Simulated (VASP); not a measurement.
# Which magnetic order does Fe2O3 (Hematite) take?, part 4 of 5

Is Fe2O3 (Hematite) a ferromagnet or an antiferromagnet at this level? The start is a cell from a database of measured crystal structures.

VASP 6.6.1, plane waves and PAW; the level of theory is named at each step.

So far, largest spin moment in the PAW sphere (μB): step 2 (magnetic order, start order fm, signs ++++) 4.49; step 3 (magnetic order, start order AFM 1, signs ++--) 4.43; step 4 (magnetic order, start order AFM 2, signs +-+-) 4.39; step 5 (magnetic order, start order AFM 3, signs +--+) 4.45; step 6 (magnetic order, start order ferri 4, signs +++-) 4.49.

### Step 8. No spin polarisation

This step: r2SCAN, DFT+U (Fe d 5 eV), no spin polarisation; plane waves and PAW (Fe, O) (VASP 6.6.1).

A run without spin shows what magnetism as such gains.

INCAR

```
SYSTEM = Fe2O3
PREC = Normal
ENCUT = 480
EDIFF = 1E-06
NELM = 150
ISMEAR = 0
SIGMA = 0.05
LREAL = .FALSE.
ALGO = Normal
METAGGA = R2SCAN
LASPH = .TRUE.
NBANDS = 44
LDAU = .TRUE.
LDAUTYPE = 2
LDAUL = 2 -1
LDAUU = 5 0
LDAUJ = 0 0
LDAUPRINT = 1
LMAXMIX = 4
LORBIT = 11
LWAVE = .FALSE.
LCHARG = .FALSE.
KPAR = 2
AMIX = 0.2
BMIX = 1E-04
AMIX_MAG = 0.8
BMIX_MAG = 1E-04
```

POSCAR

```
Fe2O3
1.0
    2.5190000000      1.4543453281      4.5906666667
   -2.5190000000      1.4543453281      4.5906666667
    0.0000000000     -2.9086906562      4.5906666667
Fe O
4 6
Direct
    0.3553000000      0.3553000000      0.3553000000
    0.1447000000      0.1447000000      0.1447000000
    0.6447000000      0.6447000000      0.6447000000
    0.8553000000      0.8553000000      0.8553000000
    0.5559000000      0.2500000000      0.9441000000
    0.2500000000      0.9441000000      0.5559000000
    0.9441000000      0.5559000000      0.2500000000
    0.4441000000      0.7500000000      0.0559000000
    0.7500000000      0.0559000000      0.4441000000
    0.0559000000      0.4441000000      0.7500000000
```

KPOINTS

```
Automatic mesh
0
Gamma
4 4 4
0 0 0
```

The projector-augmented-wave data sets are Fe and O (PBE family, release 64).

Launch:

```sh
$ mpirun -np 2 vasp_std
```

Log:

```text
[... set-up lines as in an earlier step ...]
 entering main loop
       N       E                     dE             d eps       ncg     rms          rms(c)
DAV:   1     0.786541727592E+03    0.78654E+03   -0.30909E+04  1144   0.176E+03
DAV:   2     0.382216306098E+02   -0.74832E+03   -0.70361E+03  1184   0.455E+02
DAV:   3    -0.105872101444E+03   -0.14409E+03   -0.13637E+03  1448   0.218E+02
DAV:   4    -0.115300143805E+03   -0.94280E+01   -0.89658E+01  1388   0.572E+01
DAV:   5    -0.115734799159E+03   -0.43466E+00   -0.42952E+00  1584   0.114E+01    0.403E+01
DAV:   6    -0.797356433527E+02    0.35999E+02   -0.72255E+01  1564   0.898E+01    0.196E+01
DAV:   7    -0.819757952420E+02   -0.22402E+01   -0.43615E+00  1376   0.145E+01    0.171E+01
DAV:   8    -0.861967759692E+02   -0.42210E+01   -0.19449E+00  2072   0.147E+01    0.691E+00
DAV:   9    -0.876471507879E+02   -0.14504E+01   -0.11759E+00  1984   0.135E+01    0.235E+00
DAV:  10    -0.878484673578E+02   -0.20132E+00   -0.27747E-01  1452   0.453E+00    0.186E+00
DAV:  11    -0.879772569477E+02   -0.12879E+00   -0.14693E-01  1520   0.938E+00    0.862E-01
DAV:  12    -0.879817077721E+02   -0.44508E-02   -0.12396E-01  1488   0.327E+00    0.741E-01
DAV:  13    -0.879939796691E+02   -0.12272E-01   -0.49018E-02  1224   0.440E+00    0.487E-01
DAV:  14    -0.879926306731E+02    0.13490E-02   -0.76826E-03  1208   0.822E-01    0.245E-01
DAV:  15    -0.879945861497E+02   -0.19555E-02   -0.14812E-03  1624   0.951E-01    0.149E-01
DAV:  16    -0.879954123237E+02   -0.82617E-03   -0.11178E-03  1644   0.339E-01    0.125E-01
DAV:  17    -0.879963309281E+02   -0.91860E-03   -0.93679E-04  1808   0.435E-01    0.176E-01
DAV:  18    -0.879962303637E+02    0.10056E-03   -0.34260E-04  1464   0.279E-01    0.852E-02
DAV:  19    -0.879962909635E+02   -0.60600E-04   -0.18638E-04  1904   0.262E-01    0.365E-02
DAV:  20    -0.879963115080E+02   -0.20545E-04   -0.10623E-04  1400   0.993E-02    0.234E-02
DAV:  21    -0.879963132446E+02   -0.17365E-05   -0.21324E-05  2048   0.647E-02    0.875E-03
DAV:  22    -0.879963140774E+02   -0.83279E-06   -0.99604E-06  1560   0.342E-02
   1 F= -.87996314E+02 E0= -.87994359E+02  d E =-.390955E-02
```

Elapsed: 2.9 min, on 2 MPI ranks of AMD EPYC 7R43, shared host; peak memory 0.31 GiB.

OUTCAR, selected parts (step 8):

```text
   k-points           NKPTS =     13   k-points in BZ     NKDIM =     13   number of bands    NBANDS=     44

   NELECT =      68.0000    total number of electrons

atom =   1  type =  1  l = 2

 onsite density matrix

spin component  1

  0.6560  0.3526 -0.0000  0.0744 -0.0000
  0.3526  0.5406  0.0000 -0.0000  0.0744
 -0.0000  0.0000  0.6721 -0.0000  0.0000
  0.0744 -0.0000 -0.0000  0.5406 -0.3526
 -0.0000  0.0744  0.0000 -0.3526  0.6560

spin component  2

 occupancies and eigenvectors

  o =  0.2333  v =  0.1339 -0.0000  0.0000 -0.7610 -0.6348  0.0000  0.0000  0.0000  0.0000  0.0000      0.0000  0.0000  0.0000  0.0000  0.0000  0.0000  0.0000  0.0000  0.0000  0.0000
  o =  0.2333  v =  0.0000  0.0000  0.0000  0.0000  0.0000  0.1339 -0.0000  0.0000 -0.7610 -0.6348      0.0000  0.0000  0.0000  0.0000  0.0000  0.0000  0.0000  0.0000  0.0000  0.0000
  o =  0.2333  v = -0.6348  0.7610  0.0000 -0.0000 -0.1339  0.0000  0.0000  0.0000  0.0000  0.0000      0.0000  0.0000  0.0000  0.0000  0.0000  0.0000  0.0000  0.0000  0.0000  0.0000
  o =  0.2333  v =  0.0000  0.0000  0.0000  0.0000  0.0000 -0.6348  0.7610  0.0000 -0.0000 -0.1339      0.0000  0.0000  0.0000  0.0000  0.0000  0.0000  0.0000  0.0000  0.0000  0.0000
  o =  0.6721  v =  0.0000  0.0000 -1.0000 -0.0000  0.0000  0.0000  0.0000  0.0000  0.0000  0.0000      0.0000  0.0000  0.0000  0.0000  0.0000  0.0000  0.0000  0.0000  0.0000  0.0000
  o =  0.6721  v =  0.0000  0.0000  0.0000  0.0000  0.0000  0.0000  0.0000 -1.0000 -0.0000  0.0000      0.0000  0.0000  0.0000  0.0000  0.0000  0.0000  0.0000  0.0000  0.0000  0.0000
  o =  0.9633  v =  0.0000  0.0000  0.0000  0.0000  0.0000  0.1571 -0.0000 -0.0000  0.6488 -0.7446      0.0000  0.0000  0.0000  0.0000  0.0000  0.0000  0.0000  0.0000  0.0000  0.0000
  o =  0.9633  v =  0.1571 -0.0000 -0.0000  0.6488 -0.7446  0.0000  0.0000  0.0000  0.0000  0.0000      0.0000  0.0000  0.0000  0.0000  0.0000  0.0000  0.0000  0.0000  0.0000  0.0000
  o =  0.9633  v =  0.7446  0.6488  0.0000  0.0000  0.1571  0.0000  0.0000  0.0000  0.0000  0.0000      0.0000  0.0000  0.0000  0.0000  0.0000  0.0000  0.0000  0.0000  0.0000  0.0000
  o =  0.9633  v =  0.0000  0.0000  0.0000  0.0000  0.0000  0.7446  0.6488  0.0000  0.0000  0.1571      0.0000  0.0000  0.0000  0.0000  0.0000  0.0000  0.0000  0.0000  0.0000  0.0000

atom =   2  type =  1  l = 2

 onsite density matrix

spin component  1

  0.6560 -0.3526  0.0000  0.0744  0.0000
 -0.3526  0.5406  0.0000  0.0000  0.0744
  0.0000  0.0000  0.6721  0.0000  0.0000
  0.0744  0.0000  0.0000  0.5406  0.3526
  0.0000  0.0744  0.0000  0.3526  0.6560

spin component  2

 occupancies and eigenvectors

  o =  0.2333  v =  0.1339 -0.0000 -0.0000 -0.7610  0.6348  0.0000  0.0000  0.0000  0.0000  0.0000      0.0000  0.0000  0.0000  0.0000  0.0000  0.0000  0.0000  0.0000  0.0000  0.0000
  o =  0.2333  v =  0.0000  0.0000  0.0000  0.0000  0.0000  0.1339 -0.0000 -0.0000 -0.7610  0.6348      0.0000  0.0000  0.0000  0.0000  0.0000  0.0000  0.0000  0.0000  0.0000  0.0000
  o =  0.2333  v = -0.6348 -0.7610 -0.0000  0.0000  0.1339  0.0000  0.0000  0.0000  0.0000  0.0000      0.0000  0.0000  0.0000  0.0000  0.0000  0.0000  0.0000  0.0000  0.0000  0.0000
  o =  0.2333  v =  0.0000  0.0000  0.0000  0.0000  0.0000 -0.6348 -0.7610 -0.0000  0.0000  0.1339      0.0000  0.0000  0.0000  0.0000  0.0000  0.0000  0.0000  0.0000  0.0000  0.0000
  o =  0.6721  v = -0.0000  0.0000 -1.0000  0.0000  0.0000  0.0000  0.0000  0.0000  0.0000  0.0000      0.0000  0.0000  0.0000  0.0000  0.0000  0.0000  0.0000  0.0000  0.0000  0.0000
  o =  0.6721  v =  0.0000  0.0000  0.0000  0.0000  0.0000 -0.0000  0.0000 -1.0000  0.0000  0.0000      0.0000  0.0000  0.0000  0.0000  0.0000  0.0000  0.0000  0.0000  0.0000  0.0000
  o =  0.9633  v =  0.0000  0.0000  0.0000  0.0000  0.0000  0.1570  0.0000  0.0000  0.6488  0.7446      0.0000  0.0000  0.0000  0.0000  0.0000  0.0000  0.0000  0.0000  0.0000  0.0000
[...]
o =  0.9633  v =  0.0000  0.0000  0.0000  0.0000  0.0000  0.7446  0.6488  0.0000 -0.0000  0.1571      0.0000  0.0000  0.0000  0.0000  0.0000  0.0000  0.0000  0.0000  0.0000  0.0000

atom =   4  type =  1  l = 2

 onsite density matrix

spin component  1

spin component  2

 occupancies and eigenvectors

  o =  0.2333  v = -0.1339  0.0000  0.0000  0.7610 -0.6348  0.0000  0.0000  0.0000  0.0000  0.0000      0.0000  0.0000  0.0000  0.0000  0.0000  0.0000  0.0000  0.0000  0.0000  0.0000
  o =  0.2333  v =  0.0000  0.0000  0.0000  0.0000  0.0000 -0.1339  0.0000  0.0000  0.7610 -0.6348      0.0000  0.0000  0.0000  0.0000  0.0000  0.0000  0.0000  0.0000  0.0000  0.0000
  o =  0.2333  v =  0.6348  0.7610  0.0000 -0.0000 -0.1339  0.0000  0.0000  0.0000  0.0000  0.0000      0.0000  0.0000  0.0000  0.0000  0.0000  0.0000  0.0000  0.0000  0.0000  0.0000
  o =  0.2333  v =  0.0000  0.0000  0.0000  0.0000  0.0000  0.6348  0.7610  0.0000 -0.0000 -0.1339      0.0000  0.0000  0.0000  0.0000  0.0000  0.0000  0.0000  0.0000  0.0000  0.0000
  o =  0.6721  v =  0.0000  0.0000 -1.0000  0.0000  0.0000  0.0000  0.0000  0.0000  0.0000  0.0000      0.0000  0.0000  0.0000  0.0000  0.0000  0.0000  0.0000  0.0000  0.0000  0.0000
  o =  0.6721  v =  0.0000  0.0000  0.0000  0.0000  0.0000  0.0000  0.0000 -1.0000  0.0000  0.0000      0.0000  0.0000  0.0000  0.0000  0.0000  0.0000  0.0000  0.0000  0.0000  0.0000
  o =  0.9633  v =  0.0000  0.0000  0.0000  0.0000  0.0000  0.1570  0.0000  0.0000  0.6488  0.7446      0.0000  0.0000  0.0000  0.0000  0.0000  0.0000  0.0000  0.0000  0.0000  0.0000
  o =  0.9633  v =  0.1570  0.0000  0.0000  0.6488  0.7446  0.0000  0.0000  0.0000  0.0000  0.0000      0.0000  0.0000  0.0000  0.0000  0.0000  0.0000  0.0000  0.0000  0.0000  0.0000
  o =  0.9633  v =  0.7446 -0.6488 -0.0000  0.0000 -0.1570  0.0000  0.0000  0.0000  0.0000  0.0000      0.0000  0.0000  0.0000  0.0000  0.0000  0.0000  0.0000  0.0000  0.0000  0.0000
  o =  0.9633  v =  0.0000  0.0000  0.0000  0.0000  0.0000  0.7446 -0.6488 -0.0000  0.0000 -0.1570      0.0000  0.0000  0.0000  0.0000  0.0000  0.0000  0.0000  0.0000  0.0000  0.0000

 E-fermi :   2.2414

 k-point     1 :       0.0000    0.0000    0.0000
  band No.  band energies     occupation
    ...
     30       1.1543      2.00000
     31       1.4960      2.00000
     32       1.7164      2.00000
     33       1.9875      2.00000
     34       1.9875      2.00000
     35       2.3856      0.00005
     36       2.9345      0.00000
     37       5.6277      0.00000
     38       5.6277      0.00000
     39       5.8107      0.00000
    ...

 k-point     2 :       0.2500   -0.0000    0.0000
  band No.  band energies     occupation
    ...
     30       1.4093      2.00000
     31       1.6937      2.00000
     32       1.7906      2.00000
     33       1.8179      2.00000
     34       1.9623      2.00000
     35       2.3053      0.07076
     36       2.6792      0.00000
     37       5.7049      0.00000
     38       5.8156      0.00000
     39       5.9195      0.00000
    ...

  Total      -15.4105094    -15.4105094    -14.4615912      0.0000000     -0.0000000      0.0000000
  in kB     -244.6835991   -244.6835991   -229.6169514      0.0000000     -0.0000000      0.0000000
  external PRESSURE =    -239.6613832 kB  Pullay stress =       0.0000000 kB

 POSITION                                       TOTAL-FORCE (eV/Angst)
 -----------------------------------------------------------------------------------
      0.00000      0.00000      4.89319         0.000000      0.000000     -0.507901
      0.00000      0.00000      1.99281         0.000000      0.000000      0.507901
      0.00000      0.00000      8.87881         0.000000      0.000000      0.507901
      0.00000      0.00000     11.77919         0.000000      0.000000     -0.507901
      0.77056     -1.57404      8.03367         0.162569      0.281577      0.000000
     -1.74844      0.11969      8.03367         0.162569     -0.281577      0.000000
      0.97788      1.45435      8.03367        -0.325137      0.000000     -0.000000
     -0.77056      1.57404      5.73833        -0.162569     -0.281577      0.000000
      1.74844     -0.11969      5.73833        -0.162569      0.281577      0.000000
     -0.97788     -1.45435      5.73833         0.325137      0.000000     -0.000000
 -----------------------------------------------------------------------------------
    total drift:                               -0.000000      0.000000     -0.000000

  FREE ENERGIE OF THE ION-ELECTRON SYSTEM (eV)
  ---------------------------------------------------
  free  energy   TOTEN  =       -87.9963140774 eV

  energy  without entropy=      -87.9924045276  energy(sigma->0) =      -87.99435930

[... 8 parts as in an earlier step ...]

[... 7 further parts left out ...]
```

This run has no spin polarisation, so a moment on Fe, if there is one, isn't seen. The gap is under twice the smearing width, so the edge states are partly filled and the run can't tell a small gap from a semimetal.

Numbers from this step:

* free energy (TOTEN): -87.9963 eV
* energy at zero smearing: -87.9944 eV
* Fermi energy: 2.241 eV
* gap on the k-mesh: 0.09650 eV
* least direct gap on the k-mesh: 0.09650 eV

Force by atom:

| atom | x (eV/Å) | y (eV/Å) | z (eV/Å) | size |
| --- | --- | --- | --- | --- |
| Fe1 | 0.000 | 0.000 | -0.508 | 0.508 |
| Fe2 | 0.000 | 0.000 | 0.508 | 0.508 |
| Fe3 | 0.000 | 0.000 | 0.508 | 0.508 |
| Fe4 | 0.000 | 0.000 | -0.508 | 0.508 |
| O5 | 0.163 | 0.282 | 0.000 | 0.325 |
| O6 | 0.163 | -0.282 | 0.000 | 0.325 |
| O7 | -0.325 | 0.000 | 0.000 | 0.325 |
| O8 | -0.163 | -0.282 | 0.000 | 0.325 |
| O9 | -0.163 | 0.282 | 0.000 | 0.325 |
| O10 | 0.325 | 0.000 | 0.000 | 0.325 |

Energy at zero smearing: -87.99436 eV.

### Step 9. Summary

This step: collinear magnetic orders, r2SCAN, DFT+U (Fe d 5 eV); plane waves and PAW (VASP 6.6.1).

This step runs nothing: it gathers the runs above.

Numbers from this step:

```
mean moment in the lowest run : 4.387 μB
```

Orders, by row:

```
  order  signs  energy above the lowest (meV/magnetic atom)  total moment (μB)  mean moment on carriers (μB)  gap on the mesh (eV)  signs at the end, of the atoms given a moment
     fm   ++++                                        154.3                 20                         4.493                 2.583                                           ++++
  afm 1   ++--                                         70.9                  0                         4.429                 3.087                                           ++--
  afm 2   +-+-                                            0                  0                         4.387                 3.448                                           +-+-
  afm 3   +--+                                        98.04                  0                         4.451                  3.15                                           +--+
ferri 4   +++-                                        80.37                 10                         4.439                  2.97                                           +++-
     nm                                                3854                  0                             0                0.0965                                              -
```

[end of part 4 of 5]

[Lines on the potential files, build, host, timing and source positions are cut from VASP's logs without a mark.]

[Logs are printed without paths, hosts, clocks, repeated set-up lines and the standing remarks that a program may print on its own settings, such as how far it seeks lower states.]

[Hosts, paths, dates, database ids (printed as entryN), source tags and the programs' standing remarks are cut or masked in the printed files.]

[In band tables of VASP the shares of atoms and orbitals are scaled to a sum of 1 inside the atoms' spheres.]

[Runs that stopped without an error message from VASP are left out.]
